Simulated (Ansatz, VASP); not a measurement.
**Co (Cobalt) in two plane-wave programs**

Aim: how closely do two programs agree when they are given the same cell, functional and k mesh? The cell is taken from a series of runs on this material, whose earlier steps may have relaxed, scaled, displaced or heated it; both programs get it as it stands.

Method: plane waves, with VASP 6.6.1 beside it; relaxation of cell and atoms at RPBE, in Ansatz 0.2.0.

In doubt: warnings of the run leave room for a lower electronic state, so energies may not be the lowest and differences between runs may mislead.

## (1) Set-up

The structure is hexagonal, space group P6_3/mmc (No. 194). Conventional cell: a = 2.507 Å, b = 2.507 Å, c = 4.070 Å, α = 90.00°, β = 90.00°, γ = 120.00°. Co has 12 Co at 2.50 to 2.51 Å nearest.

## (2) Ansatz: relaxation of cell and atoms, RPBE

Ansatz runs on its default PAW (the set named soft_2) files.

The relaxed volume is the usual yardstick between codes: in a stiff, nearly cubic crystal its relative difference is about their pressure difference at one cell divided by the bulk modulus.

input.yaml

```yaml
crystal:
  lattice:
    - [2.5074, 0.0, 0.0]
    - [-1.2537, 2.1714720974, 0.0]
    - [0.0, 0.0, 4.0699]
  atoms:
    - { symbol: Co, position: [0.3333333333, 0.6666666667, 0.25], spin: 3.0 }
    - { symbol: Co, position: [0.6666666667, 0.3333333333, 0.75], spin: -3.0 }
kpoints:
  mp_grid: { grid: [18, 18, 10] }
hamiltonian:
  xc: rpbe
scf:
  occupations: { method: gaussian, width: 0.1 }
output:
  forces: true
  stress: true
  eigenvalues: true
  populations: true
magnetization:
  spin_polarized: true
relax:
  adjacent_minimum: "off"
  f_tol: 0.005
  max_steps: 60
  cell: { stress_tol: 0.03 }
```

On the command line:

```console
ansatz run input.yaml --threads 4 --pin off --max-ram 8192MiB --backend cpu --events-out ev --progress --plain --runs-dir out
```

Numbers of over 12 decimals in the logs are rounded to 6 here.

What it wrote:

```text
Engine: ansatz 0.2.0, aarch64-unknown-linux-gnu
Pseudopotentials: kind: paw
Pseudopotential: Co, paw, valence charge 17, recommended cutoff 420 eV (normal), Co.paw.azcp
Functional definition: RPBE
  parameter kappa = 0.804
  parameter beta = 0.066725
  exchange = rpbe_x(kappa = kappa, mu = beta*pi^2/3)
  correlation = pbe_c(beta = beta)
Crystal: 2 atoms, lattice volume = 22.160 Å³
Basis set: ecut = 420 eV, 415 PW (Γ), exchange–correlation on 36×36×60 points (8 copies of the dense FFT grid, shifted against one another)
Bands: 24, of which v1, the nominal top of the filled ones, is band 17 counted from 1 (16 counted from 0)
Symmetry: 12 space group operations
Space group: P-6m2 (ITA 187), of the structure as read, at distance tolerance 2.8e-5 Å
Magnetic group: BNS 194.267 (UNI 1497), of the structure as read, at distance tolerance 2.8e-5 Å
k-points: 222 of 3240 (time reversal used)
Non-local potential: Co, projectors of the file, l = 0: 3, l = 1: 2, l = 2: 3, l = 3: 1
PAW form: soft (Blöchl's): semilocal exchange-correlation on the pseudo side does not see the compensation charge
PAW frozen core: Co, regenerated for the run's functional, and the local potential with it (the file was generated under x = pbe(κ = 0.804, μ = 0.219515), c = pbe(β = 0.066725))
PAW one-centre angular grid: Co, 590 points (default); XC on 64 Gauss nodes
Initial density: superposition of atomic densities (chi_scale 0.1, normalization cell)
Starting moments: Σ|m| = 6 μB on 2 of 2 sites
Starting magnetic order: antiferromagnet; an inversion exchanges its spin sublattices: spin-degenerate at every k-point
Initial wavefunctions: pseudopotential atomic-orbital guess
Functional: x = rpbe, c = pbe(β = 0.066725)
SCF iter   1: F=—  HF=-10259.942587 eV  |F-HF|=—  |Δ(HF+E_count)|=         —  Δρ=9.03e-2 (↑9.03e-2 ↓9.03e-2)  dr2=2.33e0  dr2_m=7.53e-1  M=-0.000 μB ∫|m|=4.648 μB  β_m=0.30  ethr=3.10e-3  ⟨swp⟩=5.1  Hψ=39637  notcnv=0  defer=103
Mixer restart at iter 1: flushing history
preconditioner: auto → none  [metal: Δε(μ)=0.010 eV  Ē_g=10.712 eV  σ=0.100 eV  W_gap=0.05  n_scr=8 (ndim 8)  ℏωp=33.5 eV  f_vac=0.000  D(μ)=2.47/eV (n_scr^D=34)  sad-step TF]
SCF iter   2: F=—  HF=-10259.541740 eV  |F-HF|=—  |Δ(HF+E_count)|=   4.01e-1  Δρ=5.95e-2 (↑5.95e-2 ↓5.95e-2)  dr2=2.24e-1  dr2_m=6.39e-1  M=-0.000 μB ∫|m|=4.441 μB  β_m=0.47  ethr=3.10e-3  ⟨swp⟩=2.8  Hψ=19896  notcnv=0  defer=756
SCF iter   3: F=—  HF=-10261.049119 eV  |F-HF|=—  |Δ(HF+E_count)|=         —  Δρ=1.16e-1 (↑1.16e-1 ↓1.16e-1)  dr2=3.38e-1  dr2_m=2.61e0  M=0.000 μB ∫|m|=3.242 μB  β_m=1.00  ethr=6.60e-4  ⟨swp⟩=2.3  Hψ=15912  notcnv=0  defer=758
Mixer restart at iter 3: flushing history
SCF iter   4: F=—  HF=-10262.607424 eV  |F-HF|=—  |Δ(HF+E_count)|=    1.56e0  Δρ=1.11e-1 (↑1.11e-1 ↓1.11e-1)  dr2=5.87e0  dr2_m=4.03e-2  M=0.000 μB ∫|m|=3.011 μB  β_m=0.47  ethr=1.47e-4  ⟨swp⟩=3.2  Hψ=29175  notcnv=0  defer=602
SCF iter   5: F=—  HF=-10262.858455 eV  |F-HF|=—  |Δ(HF+E_count)|=   2.51e-1  Δρ=1.11e-1 (↑1.11e-1 ↓1.11e-1)  dr2=3.71e0  dr2_m=7.58e-1  M=0.000 μB ∫|m|=2.411 μB  β_m=0.37  ethr=1.47e-4  ⟨swp⟩=3.1  Hψ=30538  notcnv=0  defer=594
SCF iter   6: F=—  HF=-10261.554662 eV  |F-HF|=—  |Δ(HF+E_count)|=    1.30e0  Δρ=2.37e-2 (↑2.37e-2 ↓2.37e-2)  dr2=2.09e-2  dr2_m=1.08e-1  M=-0.000 μB ∫|m|=2.713 μB  β_m=0.64  ethr=1.47e-4  ⟨swp⟩=3.5  Hψ=28748  notcnv=0  defer=582
SCF iter   7: F=—  HF=-10261.585680 eV  |F-HF|=—  |Δ(HF+E_count)|=   3.10e-2  Δρ=1.37e-2 (↑1.37e-2 ↓1.36e-2)  dr2=2.32e-3  dr2_m=3.68e-2  M=-0.000 μB ∫|m|=2.545 μB  β_m=0.53  ethr=6.14e-5  ⟨swp⟩=1.9  Hψ=16747  notcnv=0  defer=580
SCF iter   8: F=—  HF=-10261.587763 eV  |F-HF|=—  |Δ(HF+E_count)|=   2.08e-3  Δρ=9.99e-3 (↑9.98e-3 ↓9.99e-3)  dr2=5.40e-4  dr2_m=2.00e-2  M=-0.000 μB ∫|m|=2.475 μB  β_m=0.76  ethr=6.83e-6  ⟨swp⟩=2.0  Hψ=18293  notcnv=0  defer=586
[...]
the starting moments were not kept: 1 of 2 ended reversed and 1 kept their direction, counting a site from 0.1 μB. The largest reversed, site 0 (counted from 0, in the order of the report's site_moments_mub), started with +3.0 μB and closes at -1.7e0 μB in its sphere. The starting moments cancel, and the net magnetisation is 3.3e0 μB in size, over 0.1 of its absolute magnetisation of 3.6e0 μB.
SCF 5 converged in 11 iterations: F = -10262.082354 eV  dr2 = 5.65e-12
relax step   5: F+E_penalty+E_count = -10262.08235407 eV  Δ(F+E_penalty+E_count) = +5.877e-6 eV  max|allowed force component| = 1.850e-17 eV/Å  Δτ_max = 0.0000 Å  P = +0.000 GPa  Ω = 22.296 Å³  energy of the carried Pulay correction = -1.324e-4 eV  (11 SCF iters, accepted)
Initial wavefunctions: pseudopotential atomic-orbital guess (no wavefunctions were taken with the density)
iter 1 solved again at ethr=5.40e-9 eV; its pass at ethr=3.10e-3 eV (dr2=1.84e-6 eV) is discarded
SCF iter   1: F=—  HF=-10262.082493 eV  |F-HF|=—  |Δ(HF+E_count)|=         —  Δρ=2.93e-5 (↑2.93e-5 ↓2.16e-5)  dr2=1.23e-7  dr2_m=5.34e-9  M=-3.243 μB ∫|m|=3.633 μB  β_m=0.65  ethr=5.40e-9  ⟨swp⟩=3.6  Hψ=73016  notcnv=0
preconditioner: auto → none  [metal: Δε(μ)=0.007 eV  Ē_g=10.660 eV  σ=0.100 eV  W_gap=0.04  n_scr=2 (ndim 8)  ℏωp=33.4 eV  f_vac=0.000  D(μ)=1.76/eV (n_scr^D=22)]
SCF iter   2: F=—  HF=-10262.082493 eV  |F-HF|=—  |Δ(HF+E_count)|=   9.34e-9  Δρ=1.04e-5 (↑6.53e-6 ↓1.04e-5)  dr2=3.16e-8  dr2_m=2.85e-9  M=-3.243 μB ∫|m|=3.633 μB  β_m=0.50  ethr=3.61e-10  ⟨swp⟩=2.2  Hψ=17624  notcnv=0
SCF iter   3: F=—  HF=-10262.082493 eV  |F-HF|=—  |Δ(HF+E_count)|=   6.04e-9  Δρ=8.61e-6 (↑8.14e-6 ↓8.61e-6)  dr2=2.08e-8  dr2_m=2.29e-10  M=-3.243 μB ∫|m|=3.633 μB  β_m=0.46  ethr=9.28e-11  ⟨swp⟩=2.0  Hψ=18174  notcnv=0
SCF iter   4: F=—  HF=-10262.082493 eV  |F-HF|=—  |Δ(HF+E_count)|=   4.14e-9  Δρ=1.14e-6 (↑1.14e-6 ↓5.65e-7)  dr2=4.37e-10  dr2_m=3.71e-11  M=-3.243 μB ∫|m|=3.633 μB  β_m=0.73  ethr=6.13e-11  ⟨swp⟩=2.2  Hψ=14924  notcnv=0
SCF iter   5: F=—  HF=-10262.082493 eV  |F-HF|=—  |Δ(HF+E_count)|=   3.68e-9  Δρ=9.18e-7 (↑9.18e-7 ↓1.85e-7)  dr2=1.07e-10  dr2_m=5.09e-11  M=-3.243 μB ∫|m|=3.633 μB  β_m=0.86  ethr=1.29e-12  ⟨swp⟩=2.0  Hψ=15735  notcnv=0
SCF iter   6: F=—  HF=-10262.082493 eV  |F-HF|=—  |Δ(HF+E_count)|=  5.95e-10  Δρ=5.00e-7 (↑3.26e-7 ↓5.00e-7)  dr2=6.29e-11  dr2_m=1.84e-12  M=-3.243 μB ∫|m|=3.633 μB  β_m=0.84  ethr=1.00e-12  ⟨swp⟩=2.0  Hψ=18287  notcnv=0
SCF iter   7: F=—  HF=-10262.082493 eV  |F-HF|=—  |Δ(HF+E_count)|=  3.64e-12  Δρ=3.33e-7 (↑2.43e-7 ↓3.33e-7)  dr2=4.72e-11  dr2_m=4.50e-13  M=-3.243 μB ∫|m|=3.633 μB  β_m=0.57  ethr=1.00e-12  ⟨swp⟩=1.3  Hψ=11385  notcnv=0
SCF iter   8: F=—  HF=-10262.082493 eV  |F-HF|=—  |Δ(HF+E_count)|=  7.28e-12  Δρ=3.98e-8 (↑3.09e-8 ↓3.98e-8)  dr2=4.57e-13  dr2_m=2.46e-14  M=-3.243 μB ∫|m|=3.633 μB  β_m=0.69  ethr=1.00e-12  ⟨swp⟩=1.0  Hψ=10656  notcnv=0
SCF iter   9: F=-10262.082493 eV  HF=-10262.082493 eV  |F-HF|=1.82e-12  |Δ(HF+E_count)|=  1.82e-12  Δρ=6.43e-8 (↑6.43e-8 ↓3.13e-8)  dr2=1.32e-12  dr2_m=7.47e-14  M=-3.243 μB ∫|m|=3.633 μB  ethr=1.00e-12  ⟨swp⟩=3.0  Hψ=36699  notcnv=0
the starting moments were not kept: 1 of 2 ended reversed and 1 kept their direction, counting a site from 0.1 μB. The largest reversed, site 0 (counted from 0, in the order of the report's site_moments_mub), started with +3.0 μB and closes at -1.7e0 μB in its sphere. The starting moments cancel, and the net magnetisation is 3.3e0 μB in size, over 0.1 of its absolute magnetisation of 3.6e0 μB.
SCF 6 converged in 9 iterations: F = -10262.082493 eV  dr2 = 1.32e-12
  greatest PAW one-centre occupation: 1.001 electrons in one spin orbital (limit 2), on the Co atom at site 0 (counted from 0), in its partial waves of l = 1
relax step   6: F+E_penalty+E_count = -10262.08249255 eV  Δ(F+E_penalty+E_count) = -1.385e-4 eV  max|allowed force component| = 2.313e-17 eV/Å  Δτ_max = 0.0000 Å  P = +0.024 GPa  Ω = 22.296 Å³  stress off target by 2.81e-2 GPa  SCF on the basis re-selected at this cell (its energy is not comparable with the rows above)  (9 SCF iters)
basis re-selected at this cell: Δ(F+E_penalty+E_count) = -1.385e-4 eV, ΔP = +0.024 GPa vs the last step (what re-selecting the basis moved, of the pressure what is left beyond the Pulay correction that the steps carried, after the strain that the cell walked since its last selection, with what the two solves' SCF thresholds leave and, on support functions, any second-order correction that the steps lacked; it is no m [...]
SCF converged after 9 iterations
Magnetization: -3.2434 μB (15.3783 up, 18.6217 down)
Absolute magnetization: 3.6343 μB (∫|ρ↑−ρ↓|, with the PAW one-centre terms)
Spin contamination: 0.0679 ħ² per cell (⟨S²⟩ above its minimum at these occupations)
Per-site moments (μB) at R_I (Å): [(-1.710151, 1.031539), (-1.710151, 1.031539)]
Free energy (F): -10262.082493 eV
Harris-Foulkes:  -10262.082493 eV  (|F-HF|=1.82e-12)
Internal energy: -10262.073716 eV  (E = F + TS)
E sigma→0 (E₀):  -10262.078104 eV
Entropy (-TS):   -0.008777 eV (-4.388 meV/atom)
Fermi energy:    18.255790 eV
--- Per-component energies (eV) ---
  E_band       = -504.129876
  E_kinetic    = 905.371402
  E_local      = -5741.615720  (includes V_loc(G=0)·N_el)
  E_nonlocal   = 907.140612
  E_hartree    = 2405.288901
  E_xc         = -317.819722
  E_vxc        = -409.435825  (∫ρ·V_xc dr)
  E_paw        = -3040.086695  (= ΣΔE_a)
  E_vpaw       = -976.168445  (= ΣTr[D̂ρ^β])
  E_aug_tail   = 0.000206  (compensation charges beyond the density's cutoff)
  E_ewald      = -5380.260059
  E_core_change = -0.092639  (= ΣΔE_core)
  E_smearing   = -0.008777  (= −TS)
  E_closure    = -0.000000  (closes the sum)
  Σ components = -10262.082493   (vs F -10262.082493, Δ=0.00e0)
--- Forces (eV/Å), atoms counted from 1 ---
  atom   1  Co     0.00000000    -0.00000000     0.00000000
  atom   2  Co    -0.00000000     0.00000000    -0.00000000
  max |Σ_I F_I| component: 9.25e-18 eV/Å
--- Stress (GPa, compression-positive) ---
        0.028062       0.000000      -0.000000
        0.000000       0.028062      -0.000000
       -0.000000      -0.000000       0.016104
  P = ⅓ Tr σ = 0.0241 GPa (0.241 kbar)
--- Band table (eV; the first three rows and the last of 444) ---
  k-point 0 ↑: bands = [... 13 lower, 17.6977, 17.6977, 17.9216, 18.1262, 18.1262, 19.3090, 19.3090, 25.3163, ... 3 higher]
  k-point 1 ↑: bands = [... 13 lower, 17.6670, 17.6670, 17.6781, 18.1935, 18.1935, 19.3044, 19.3044, 25.8190, ... 3 higher]
  k-point 2 ↑: bands = [... 13 lower, 17.2615, 17.5853, 17.5853, 18.3603, 18.3603, 19.2829, 19.2829, 27.1203, ... 3 higher]
  k-point 221 ↓: bands = [... 13 lower, 15.3052, 16.3135, 16.3135, 17.3922, 17.3922, 23.7330, 23.7330, 25.3034, ... 3 higher]
--- Relaxed structure (5 steps of the walk, 5 accepted, 1 SCFs on fresh bases) ---
  F+E_penalty+E_count = -10262.08249255 eV   max|allowed force component| = 2.313e-17 eV/Å   (the final SCF, on the basis selected at the relaxed cell)
  cell:  # Å, volume = 22.2956 Å³
    - [2.514284, 0.0, 0.0]
    - [-1.257142, 2.177434, 0.0]
    - [0.0, 0.0, 4.072492]
  atoms:
    - { symbol: Co, position: [0.333333, 0.666667, 0.250000] }
    - { symbol: Co, position: [0.666667, 0.333333, 0.75] }
--- Löwdin populations: 2 sites ---
  site symbol       q [e]    m [muB]
     0     Co     16.7778    -1.6951
     1     Co     16.7778    -1.6951
  spilling = 0.013070 (of n_electrons = 34.000000)
```

Reading the cycles: dr2 is the Hartree energy of the density residual (eV), the measure of convergence; HF is the Harris–Foulkes estimate of the energy, which meets the free energy F at convergence.

(Continued in part 2 of 2.)

[Lines on the potential files, build, host, timing and source positions are cut from VASP's logs without a mark.]

[Logs are printed without paths, hosts, clocks, repeated set-up lines and the standing remarks that a program may print on its own settings, such as how far it seeks lower states.]

[Hosts, paths, dates, database ids (printed as entryN), source tags and the programs' standing remarks are cut or masked in the printed files.]
